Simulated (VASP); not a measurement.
Here is the system:

```
CELL_PARAMETERS angstrom
      4.12000     0.00000     0.00000
      0.00000     4.12000     0.00000
      0.00000     0.00000     4.12000
ATOMIC_POSITIONS crystal
  Cs 0.00000 0.00000 0.00000
  Cl 0.50000 0.50000 0.50000
```

The numbers are results of rev-vdW-DF2, VASP's PBE PAW potentials (set 64) (plane waves; VASP), not measurements. Run with 520 eV cut-off, 6×6×6 Γ-centred mesh, Gaussian smearing of 0.050 eV, potentials Cs_sv Cl.

Question: The ions, cell shape and volume are relaxed. Give the cell that the relaxation ends in.

Answer: 
```
CELL_PARAMETERS angstrom
      4.10063     0.00000     0.00000
      0.00000     4.10063     0.00000
      0.00000     0.00000     4.10063
ATOMIC_POSITIONS crystal
  Cs 0.00000 0.00000 0.00000
  Cl 0.50000 0.50000 0.50000
```
Space group Pm-3m (221), at a tolerance of 0.03 Å.

Question: How do energy and volume change from the first to the last step?

Answer: The energy (σ→0) changes by -0.5 meV/atom and the volume by -1.4 %, in 3 ionic steps.

The compound is CsCl in the CsCl type structure. This run relaxes it. Symmetry was kept, so distortions that lower it aren't found.
